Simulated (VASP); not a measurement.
Given:

```
SnSe
1.0
    0.00000     3.01044     3.01044
    3.01044     0.00000     3.01044
    3.01044     3.01044     0.00000
Sn Se
1 1
Direct
  0.00000   0.00000   0.00000
  0.50000   0.50000   0.50000
```

Method: PBEsol GGA, VASP's PBE PAW potentials (set 64) (plane waves; VASP 6.6.1). Settings: 300 eV cut-off, 7×7×7 Γ-centred mesh, Fermi-Dirac smearing of 0.10 eV, potentials Sn_d Se.

At this cut-off the stress carries a Pulay error, which pulls relaxed volumes low.

Task: What does the run give for the energy per atom (σ→0), pressure?

Result: 
```json
{
  "energy per atom (σ→0)": "-4485 meV/atom",
  "pressure": "-2.15 GPa"
}
```

Total energies compare only between runs with the same potentials, cut-off and functional.

The structure comes from a computed database's SnSe entry; how it stands against other phases isn't given here. The cell was not relaxed at this level.
